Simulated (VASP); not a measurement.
# LiTi in VASP: a series of runs, part 3 of 3

VASP 6.6.1. The steps go on from the part before.

### 7 Work function, PBE

INCAR

```
  ALGO = Normal
  DIPOL = 0.5 0.5 0.294
  EDIFF = 1E-7
  ENCUT = 520
  GGA = PE
  IDIPOL = 3
  ISIF = 2
  ISMEAR = 0
  LASPH = True
  LCHARG = True
  LDIPOL = True
  LELF = True
  LREAL = False
  LVACPOTAV = True
  LVHAR = True
  LWAVE = False
  NELM = 80
  PREC = Accurate
  SIGMA = 0.05
```

KPOINTS

```
k-points
0
Gamma
  7 7 1
```

POSCAR

```
LiTi
1.0
    3.6389800000      0.0000000000      0.0000000000
    0.0000000000      3.6389800000      0.0000000000
    0.0000000000      0.0000000000     23.8000000000
Li Ti
1 1
Direct
    0.0000000000      0.0000000000      0.2941200000
    0.5000000000      0.5000000000      0.2941200000
```

Potentials or basis: VASP PAW PBE potentials, release 64 (Li_sv, Ti_sv).

The run is started by

```console
cat potpaw_PBE.64/Li_sv/POTCAR potpaw_PBE.64/Ti_sv/POTCAR > POTCAR
mpirun -np 1 vasp_std > vasp.out
```

OUTCAR:

```text
EDIFF = 1E-7
   ENCUT = 520
   GGA = PE
   ISIF = 2
   ISMEAR = 0
   LASPH = True
   LREAL = False
   NELM = 80
   PREC = Accurate

 ion  position               nearest neighbor table
   1  0.000  0.000  0.294-   2 2.57   2 2.57   2 2.57   2 2.57
   2  0.500  0.500  0.294-   1 2.57   1 2.57   1 2.57   1 2.57

  LATTYP: Found a simple tetragonal cell.
 ALAT       =     3.6389800000
 C/A-ratio  =     6.5402942583

  Lattice vectors:

 A1 = (   3.6389800000,   0.0000000000,   0.0000000000)
 A2 = (   0.0000000000,   3.6389800000,   0.0000000000)
 A3 = (   0.0000000000,   0.0000000000,  23.8000000000)

Analysis of symmetry for initial positions (statically):
=====================================================================
 Subroutine PRICEL returns:
 Original cell was already a primitive cell.

 Routine SETGRP: Setting up the symmetry group for a
 simple tetragonal supercell.

 Subroutine GETGRP returns: Found 16 space group operations
 (whereof  8 operations were pure point group operations)
 out of a pool of 16 trial point group operations.

The static configuration has the point symmetry C_4v.
 The point group associated with its full space group is D_4h.

Analysis of symmetry for dynamics (positions and initial velocities):
=====================================================================
 Subroutine PRICEL returns:
 Original cell was already a primitive cell.

 Routine SETGRP: Setting up the symmetry group for a
 simple tetragonal supercell.

 Subroutine GETGRP returns: Found 16 space group operations
 (whereof  8 operations were pure point group operations)
 out of a pool of 16 trial point group operations.

The dynamic configuration has the point symmetry C_4v.
 The point group associated with its full space group is D_4h.

 Subroutine INISYM returns: Found 16 space group operations
 (whereof  8 operations are pure point group operations),
[... 113 lines left out ...]
 Gauss-broadening in eV      SIGMA  =   0.05
  energy-cutoff  :      520.00
  volume of cell :      315.16
 maximum number of plane-waves:      8534
 NGX is ok and might be reduce to    28
   NGX = 13   NGY = 13   NGZ = 89

 dipolmoment           0.000000      0.000000     -0.000003 electrons x Angstroem

 number of electron      14.9999992 magnetization

 dipolmoment           0.000000      0.000000      0.000001 electrons x Angstroem

 Free energy of the ion-electron system (eV)
  ---------------------------------------------------
  ext. energy  EPLUGINS =         0.00000000
  ---------------------------------------------------
  free energy    TOTEN  =        -5.37661522 eV

  energy without entropy =       -5.36462098  energy(sigma->0) =       -5.37061810

 E-fermi :  -3.0520     XC(G=0):  -1.8148

 val. band max:       -3.0616371625   @ k =   0.4286   0.1429   0.0000
 cond. band min:      -3.0445530536   @ k =   0.1429   0.0000   0.0000
 fundamental gap:      0.0170841089
 Fermi energy:        -3.0519583062

 k-point     1 :       0.0000    0.0000    0.0000
  band No.  band energies     occupation
      1     -60.3990      2.00000
      2     -49.0278      2.00000
      3     -36.9603      2.00000
      4     -36.4961      2.00000
      5     -36.4961      2.00000
      6      -6.1959      2.00000
      7      -3.3547      2.00000
      8      -2.8964      0.00001
      9      -2.7473      0.00000
     10      -2.1508      0.00000
     11      -2.1508      0.00000
[... 113 lines left out ...]
 k-point    10 :       0.4286    0.4286    0.0000
  band No.  band energies     occupation
      1     -60.3948      2.00000
      2     -49.0270      2.00000
      3     -36.9548      2.00000
      4     -36.5274      2.00000
      5     -36.5271      2.00000
      6      -3.3744      2.00000
      7      -2.9178      0.00015
      8      -2.8448      0.00000
      9      -2.6112      0.00000
     10      -2.3436      0.00000
     11      -2.2209      0.00000

------------------------ aborting loop because EDIFF is reached ----------------------------------------

 vacuum level on the upper side and lower side of the slab       (xc-potential included)        -0.143        -0.142

  FORCE on cell =-STRESS in cart. coord.  units (eV):
  Direction    XX          YY          ZZ          XY          YZ          ZX
  --------------------------------------------------------------------------------------
  -------------------------------------------------------------------------------------
  Total       -0.1187925     -0.1187925     -0.0249530      0.0000000     -0.0000000      0.0000000
  in kB       -0.6038975     -0.6038975     -0.1268520      0.0000000     -0.0000000      0.0000000
  external PRESSURE =      -0.4448823 kB  Pullay stress =       0.0000000 kB

 VOLUME and BASIS-vectors are now :
 -----------------------------------------------------------------------------
  energy-cutoff  :      520.00
  volume of cell :      315.16
      direct lattice vectors                 reciprocal lattice vectors
     3.638980000  0.000000000  0.000000000     0.274802280  0.000000000  0.000000000
     0.000000000  3.638980000  0.000000000     0.000000000  0.274802280  0.000000000
     0.000000000  0.000000000 23.800000000     0.000000000  0.000000000  0.042016807

 POSITION                                       TOTAL-FORCE (eV/Angst)
 -----------------------------------------------------------------------------------
      0.00000      0.00000      7.00006         0.000000      0.000000     -0.000000
      1.81949      1.81949      7.00006        -0.000000     -0.000000      0.000000
 -----------------------------------------------------------------------------------
    total drift:                                0.000000      0.000000      0.000060

  FREE ENERGIE OF THE ION-ELECTRON SYSTEM (eV)
  ---------------------------------------------------
  free  energy   TOTEN  =        -5.3766152152 eV

  energy  without entropy=       -5.3646209787  energy(sigma->0) =       -5.37061810

 vacuum level on the upper side and lower side of the slab         1.074         1.074
```

stdout:

```text
POSCAR found type information on POSCAR LiTi
 POSCAR found :  2 types and       2 ions
 scaLAPACK will be used
 LDA part: xc-table for (Slater+PW92), standard interpolation
 POSCAR, INCAR and KPOINTS ok, starting setup
 FFT: planning ... GRIDC
 FFT: planning ... GRID_SOFT
 FFT: planning ... GRID
 WAVECAR not read
 entering main loop
```

It took 39 s on 1 thread of Intel Xeon 6975P-C (Granite Rapids), shared host; peak memory 0.36 GiB.

What came out:

| Property | Result |
| --- | --- |
| Free energy | -5.3766 eV |
| Band gap on the k mesh | none (metal or under the smearing width) |
| Work function of the upper face | 4.13 eV |
| Work function of the lower face | 4.13 eV |

Caveat: the cutoff is under 1.25 times the usual one of these potentials, so pressure, stress and relaxed cells hold a basis-set (Pulay) error.

### 8 The reference run

An earlier run on the cell as given: functional PBE; potentials or basis VASP PAW PBE potentials, release 64 (Li_sv, Ti_sv); cutoff 520 eV; k mesh 7 × 7 × 1; occupations fermi-dirac, width 0.05 eV; no spin polarisation.

* Band gap on the k mesh: none (metal or under the smearing width)

### 9 Summary

| task | smearing | gap on the mesh (eV) |
| --- | --- | --- |
| work function | fermi-dirac 0.05 eV | none |
| work function | gaussian 0.05 eV | none |
| single point | fermi-dirac 0.05 eV | none |

Alike in all rows: level PBE; potentials or basis VASP PAW PBE potentials, release 64 (Li_sv, Ti_sv); no spin polarisation; cell as given; k mesh 7 × 7 × 1; cutoff (eV) 520.

Every run on the cell as given and a fine mesh finds a metal.

Caveats: the cutoff is under 1.25 times the usual one of these potentials, so pressure, stress and relaxed cells hold a basis-set (Pulay) error.

Absolute energies hang on the potentials; compare differences alone.
